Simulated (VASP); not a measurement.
Data:

```
CELL_PARAMETERS angstrom
     -1.71514     1.71514     1.71514
      1.71514    -1.71514     1.71514
      1.71514     1.71514    -1.71514
ATOMIC_POSITIONS crystal
  Se 0.00000 0.00000 0.00000
```

Level of theory: r2SCAN meta-GGA, VASP's PBE PAW potentials (set 64) (plane waves; VASP 6.6.1). Run with 400 eV cut-off, 17×17×17 Γ-centred mesh, tetrahedra with Blöchl corrections, potentials Se.

Problem. Give the energies of bands 2 to 6 at the high-symmetry points, in eV from the Fermi level.

Solution. 
```json
[
 {"band": "2", "Γ": "3.12", "H": "-3.46", "N": "-6.91", "P": "-3.86"},
 {"band": "3", "Γ": "3.12", "H": "-3.46", "N": "-0.04", "P": "-3.86"},
 {"band": "4", "Γ": "3.12", "H": "-3.46", "N": "2.30", "P": "-3.86"},
 {"band": "5", "Γ": "12.57", "H": "4.70", "N": "7.67", "P": "16.01"},
 {"band": "6", "Γ": "12.95", "H": "4.70", "N": "8.84", "P": "16.01"}
]
```

It has no gap at this level: it comes out as a metal or semimetal.

The structure was generated: Se was put into the bcc type (Im-3m), which need not be its known phase. It was relaxed first.
